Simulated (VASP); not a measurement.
Method: MS2 meta-GGA, VASP's PBE PAW potentials (set 64) (plane waves; VASP).

VASP ran on this input.

### POSCAR
```
MnO2
1
    4.3872415003    -0.0000000000     0.0000000000
   -0.0000000000     4.3872415003     0.0000000000
    0.0000000000     0.0000000000     2.8514969125
Mn O
2 4
Direct
  1.0000000000   1.0000000000   0.0000000000
  0.5000000000   0.5000000000   0.5000000000
  0.3038288045   0.3038288045   0.0000000000
  0.8038288045   0.1961711955   0.5000000000
  0.1961711955   0.8038288045   0.5000000000
  0.6961711955   0.6961711955   0.0000000000
```

INCAR:
```
METAGGA=MS2
EDIFF=1E-6
IBRION=2   ! conjugate gradients
ISPIN=2
ISIF=3   ! ions, shape and volume
LREAL=.FALSE.   ! projection in real space or not
SYSTEM=MnO2
LMIXTAU=.TRUE.
SIGMA=0.05
LASPH=.TRUE.
PREC=Accurate
MAGMOM=2.6 -2.6 -0.1 2*0.1 -0.1
LCHARG=.FALSE.
NELM=100
LMAXMIX=4
ALGO=Normal   ! blocked Davidson
NSW=60   ! most ionic steps
LWAVE=.FALSE.
ENCUT=520
EDIFFG=-0.02
LORBIT=10
ISMEAR=0   ! Gaussian
```

**KPOINTS**
```
Automatic
0
gamma
5 5 7
```

POTCAR, in this order: Mn_pv O (PBE.64 set). Program: vasp_std.

What will the output report for the number of irreducible k-points (NKPTS), largest plane-wave count, number of space-group operations, FFT grid (NGX, NGY, NGZ)?

| Quantity | Value |
|---|---|
| number of irreducible k-points (NKPTS) | 24 |
| largest plane-wave count | 1494 |
| number of space-group operations | 16 |
| FFT grid (NGX, NGY, NGZ) | 36 × 36 × 24 |

The compound is MnO2 in the rutile structure. This run relaxes it. Symmetry was kept, so distortions that lower it aren't found. The start is the result of an earlier pass.
